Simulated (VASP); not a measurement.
The system is Ti.

```xyz
2
Lattice="2.9500 0.0000 0.0000 -1.4750 2.5548 0.0000 0.0000 0.0000 4.6800" Properties=species:S:1:pos:R:3 pbc="T T T"
Ti    0.0000    1.7032    1.1700
Ti    1.4750    0.8516    3.5100
```

| Quantity | Value |
| --- | --- |
| Program | VASP 6.6.1 |
| Task | relaxation of cell and atoms |
| Functional | LDA |
| Potentials or basis | VASP PAW LDA potentials, release 64 (Ti_sv) |
| Cutoff | 600 eV |
| k mesh | 15 × 15 × 8 |
| Occupations | methfessel-paxton, width 0.1 eV |
| Spin | no spin polarisation |

At the start: pressure -9.9 GPa; volume 17.64 Å³/atom.

**Question.** How do energy, volume and symmetry change on relaxing?

**Answer.** Over 13 steps the energy falls by 51.9 meV/atom and the volume is 16.07 Å³/atom (-8.9 %); space group P6_3/mmc (No. 194, to 0.05 Å).

The path:
| step | energy change (eV) | largest force (eV/Å) | pressure (GPa) | volume (Å³) |
| --- | --- | --- | --- | --- |
| 1 | 0.0000 | 0.0000 | -9.86 | 35.27 |
| 2 | -0.0421 | 0.0000 | 9.70 | 30.01 |
| 3 | -0.1037 | 0.0000 | -0.06 | 32.17 |
| 4 | -0.1037 | 0.0000 | 0.10 | 32.11 |
| 5 | -0.1038 | 0.0000 | -0.02 | 32.15 |
| 6 | -0.1038 | 0.0000 | 0.03 | 32.16 |
| 7 | -0.1038 | 0.0000 | -0.09 | 32.17 |
| 8 | -0.1038 | 0.0000 | -0.09 | 32.17 |
| 9 | -0.1038 | 0.0000 | -0.14 | 32.16 |
| 10 | -0.1038 | 0.0000 | -0.07 | 32.16 |
| 11 | -0.1038 | 0.0000 | -0.07 | 32.16 |
| 12 | -0.1038 | 0.0000 | -0.05 | 32.16 |
| 13 | -0.1038 | 0.0000 | 0.01 | 32.14 |

Final structure:
```xyz
2
Lattice="2.8647 0.0000 0.0000 -1.4324 2.4809 0.0000 0.0000 0.0000 4.5225" Properties=species:S:1:pos:R:3 pbc="T T T"
Ti    0.0000    1.6539    1.1306
Ti    1.4324    0.8270    3.3919
```
